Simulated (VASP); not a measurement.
**CdHgSe2 (space group P-4m2): computed properties**

Computed with LDA (Ceperley-Alder, Perdew-Zunger), VASP's LDA PAW potentials (set 64) (plane waves; VASP 6.6.1).

| Property | Value |
|---|---|
| space group | P-4m2 (115) |
| cell | a = b = 4.281 Å, c = 6.039 Å, α = β = γ = 90.00° |
| volume per atom | 27.67 Å³/atom |
| band gap (over mesh and band path) | none (metal, semimetal or under 0.01 eV) |
| density | 7.07 g/cm³ |

```yaml
crystal:
  lattice:
    - [4.28117, 0.00000, 0.00000]
    - [0.00000, 4.28117, 0.00000]
    - [0.00000, 0.00000, 6.03879]
  atoms:
    - { symbol: Cd, position: [0.50000, 0.50000, 0.50000] }
    - { symbol: Hg, position: [0.00000, 0.00000, 0.00000] }
    - { symbol: Se, position: [0.00000, 0.50000, 0.25301] }
    - { symbol: Se, position: [0.50000, 0.00000, 0.74699] }
```

Unless said otherwise, spin-orbit coupling is left out, though it shifts the bands of the heavy elements here.

The structure comes from a computed database's CdHgSe2 entry (P-4m2); how it stands against other phases isn't given here. It was relaxed first, which changed the volume by -6 %. Symmetry was kept, so distortions that lower it aren't found.
